For a crystal such as cubic boron nitride, three sizes are worth remembering. The energy at which a program prints the top of the valence band can change by several electronvolts when the program or its potentials are exchanged. The gap above it changes by about a hundredth of an electronvolt. The gaps of two runs with the same potentials and slightly different basis sets agree to better than a thousandth.

Band gaps of cubic boron nitride (two-atom cell) from Kohn–Sham DFT in VASP and Ansatz, with the PBE functional and PAW potentials, without spin polarisation or spin–orbit coupling. All runs use the same fixed geometry, a 13×13×13 k mesh and a smearing width of 0.05 eV, Fermi–Dirac or Gaussian. Both gaps are taken on the mesh.

```
program                                        potentials   basis  gap (eV)  direct gap (eV)
   VASP         VASP PAW PBE potentials, materialsproject  520 eV     4.523            8.777
   VASP              VASP PAW PBE potentials, recommended  520 eV     4.523            8.776
   VASP      VASP PAW PBE potentials, minimal, release 54  500 eV     4.523            8.777
   VASP  VASP PAW PBE potentials, recommended, release 54  520 eV     4.523            8.777
   VASP                  VASP PAW PBE potentials, minimal  500 eV     4.523            8.777
   VASP                VASP PAW PBE potentials, gw, light  550 eV     4.528            8.779
   VASP                       VASP PAW PBE potentials, gw  600 eV     4.528            8.779
   VASP                     VASP PAW PBE potentials, hard  900 eV     4.532            8.785
 Ansatz                                        Ansatz PAW  420 eV     4.535            8.787
   VASP                     VASP PAW PBE potentials, soft  400 eV     4.539            8.784
```

Here the gap is the energy from the highest filled level to the lowest empty one anywhere on the mesh of wave vectors. The direct gap is the smallest such step at a single wave vector. The basis column gives the cutoff, which is the largest kinetic energy of the plane waves that build up the electron states. The crystal, its geometry and the PBE functional are the same in every row. Four of the VASP rows use Gaussian smearing instead of Fermi–Dirac occupations, with the same width. With a gap this wide, the difference has no visible effect.

**(a) The standard VASP potentials put the valence top at 7.29 eV, and Ansatz puts it at 11.03 eV. Why do the two gaps still agree so closely?**

*Solution.* An infinite crystal has no outside, and so no vacuum level from which energies could be counted. The charges in the cell fix the shape of the electrostatic potential but not its average, which each program sets by a convention. The potentials add to this freedom. Each replaces the steep well near a nucleus by a smoother one, and different smoothing gives a different average over the cell. Once the average is held by convention, the potential between the atoms has to move up or down instead.

Well-made potentials repair the inside of the smoothed region, so that a valence electron leaves it as it would leave the true atom. What remains is nearly a constant $C$ added to the potential everywhere. If $\varepsilon$ is a level of the Kohn–Sham equation, the same state then has the level $\varepsilon + C$. The difference of two levels doesn't contain $C$ at all.

An electron in a one-dimensional box behaves in the same way. Raising the whole floor of the box lifts every level by the same amount, and the spacings stay as they were. The comparison holds only for a level floor. A bump in the floor moves each level by its own amount, which becomes important in part (b).

The numbers bear this out. Over the ten rows the valence top wanders by 3.7 eV and the gap by 16 meV, about 240 times less. The practical consequence is that raw valence tops from separate runs can't be subtracted to find how the bands of two materials line up. That task needs a common reference, such as a calculation that contains the interface or a surface.

**(b) What causes the steps of a few millielectronvolts that remain, and why is the row with the soft potentials unlike the others?**

*Solution.* The cutoff is the obvious suspect, but the order of the rows doesn't follow it. The two largest gaps belong to the two lowest cutoffs, 400 and 420 eV, while the 900 eV row comes next and the smallest gaps sit at 500 and 520 eV. A cutoff has a meaning only together with its potential. A smooth potential needs few plane waves and a steep one needs many, so equal cutoffs don't mean equal quality.

Rows that share a family of potentials make the comparison cleaner. The five standard rows, at 500 or 520 eV, lie within 0.3 meV of each other and are in effect one result. The two GW rows differ by 0.6 meV although their cutoffs are 50 eV apart. Between the two families the gap rises by about 5 meV. That step therefore comes mainly from the potentials themselves.

Such a step is the bump in the floor of the box. A potential is built to scatter electrons correctly over a chosen range of energies and outside a chosen radius, and it does so well but not perfectly. The small error that is left acts near the nuclei. Filled and empty states have different shapes there, so they feel the error differently, and their distance changes a little.

The soft row shows this most clearly. It has the largest gap, 15 meV above the standard rows, yet its direct gap is not the largest. The direct gap exceeds the gap by 4.245 eV in this row and by at least 4.250 eV in all the others. The empty levels at different wave vectors have thus moved by different amounts, which no constant $C$ can do.

A filled level points the same way. The deepest valence level at the centre of the zone, which is built from s orbitals of both atoms, lies 11 meV further below the valence top with the soft potentials than with the hard ones. The other VASP rows agree on this level to about 1 meV. A likely reason is that soft potentials smooth the atom out to a larger radius, which reaches far into a bond of only 1.57 Å. The low cutoff may contribute as well, and these runs don't separate the two.

The gap of the Ansatz row, which has its own potentials, lies between those of the hard and the soft rows of VASP. Changing the program has thus moved the gap no more than changing the potentials within one program. For practical work, a shift of 10 meV caused by strain or alloying should be computed with one set of potentials and one cutoff throughout. Taken from two runs with different families of potentials, it could be lost in the settings.

**(c) All ten rows agree on a gap near 4.53 eV. Estimate how far the mesh alone could hold this value above the true PBE gap.**

*Solution.* The direct gap is almost twice the gap, so the lowest empty level lies far from the centre of the zone, where the valence top sits. Nearly free electrons give a rough picture of why. Take as the unit the kinetic energy of a free electron whose wave vector is that of X, a point on the zone boundary. Once the four filled bands are counted off, the next plane wave has three units at the centre of the zone but only two at X. The crystal potential shifts these levels by several electronvolts, so the picture makes a low empty level at X plausible and doesn't prove it. The conduction minimum of cubic boron nitride is known to lie at X.

A mesh with 13 points along each axis that contains the centre of the zone doesn't contain X. Its nearest point lies twelve thirteenths of the way from the centre to X. The length of that way follows from the volume per atom. The cubic cell holds eight atoms, so its edge is

$$a = (8 \times 5.96\ \text{Å}^3)^{1/3} = 3.63\ \text{Å},$$

and the distance from the centre to X is $2\pi/a = 1.73\ \text{Å}^{-1}$. The mesh misses X by one thirteenth of this, $q = 0.133\ \text{Å}^{-1}$.

Near its minimum the band rises as a parabola. With the mass $m$ of a free electron, for which $\hbar^2/2m$ is about 3.8 eV Å², the rise is

$$\Delta E = \frac{\hbar^2 q^2}{2m} \approx 3.8 \times 0.133^2\ \text{eV} \approx 0.07\ \text{eV}.$$

The computed gap should be too large by an amount of this order. The weak point of the estimate is the mass, because an electron in the crystal responds with an effective mass of its own, and half the mass would double the result. The gaps here are taken from the mesh and no level at X is listed, so the estimate remains untested. The direct gap is free of this error, since the centre of the zone is on the mesh.

The estimate is about four times the whole spread between the rows, and yet the table gives no hint of such an error. Every run uses the same mesh on the same crystal, so every gap is raised by nearly the same amount. This is the cancellation of part (a) turned against the reader. There it removed a constant without meaning, and here it hides an error that all rows share.

The functional is shared in the same way, and its error is larger still. PBE is known to give such insulators too small a gap, and for cubic boron nitride it falls short of the measured one by more than 1 eV. The static lattice doesn't excuse it, because vibrations normally narrow the gap of such a crystal. Close agreement between programs shows that they solve the same equations equally well. Whether the mesh is fine enough has to be tested by changing the mesh or by computing the levels at X itself. Whether the functional is good enough has to be judged against a measurement or a more accurate method.

The output printed below lists the differences used here and the free-electron estimate, in which no constant was adjusted to any row.

The analysis program printed:

```
Band edges and gaps by row:
     row  valence top in eV  gap in eV  direct gap less gap in eV
    VASP              7.291      4.523                      4.254
    VASP              7.291      4.523                      4.253
    VASP              7.292      4.523                      4.254
    VASP              7.291      4.523                      4.254
    VASP              7.292      4.523                      4.254
    VASP              7.346      4.528                      4.251
    VASP              7.345      4.528                      4.251
    VASP              8.976      4.532                      4.253
  Ansatz              11.03      4.535                      4.252
    VASP              9.146      4.539                      4.245
Number of rows with standard potentials: 5
Spread of the valence top over all rows in eV: 3.742
Spread of the gap over all rows in meV: 15.6
Spread of the gap in percent of its mean: 0.3445
Spread of the valence top over spread of the gap: 239.9
Spread of the gap among standard potentials in meV: 0.3
Spread of the gap between the two GW rows in meV: 0.6
GW potentials less standard ones, mean gap in meV: 4.94
Hard potentials less standard ones, gap in meV: 8.54
Ansatz less standard VASP potentials, gap in meV: 11.94
Soft potentials less standard ones, gap in meV: 15.44
Mean ratio of direct gap to gap: 1.939
Direct gap less gap, soft row, in eV: 4.245
Direct gap less gap, smallest of the other rows, in eV: 4.251
Deepest valence level at the zone centre, soft less hard, in meV: -11
Distance from X to the nearest mesh point in 1/A: 0.1333
Rough excess of the gap from missing X, free-electron mass, in eV: 0.06769
Rough excess over the spread of the gap between rows: 4.339
```
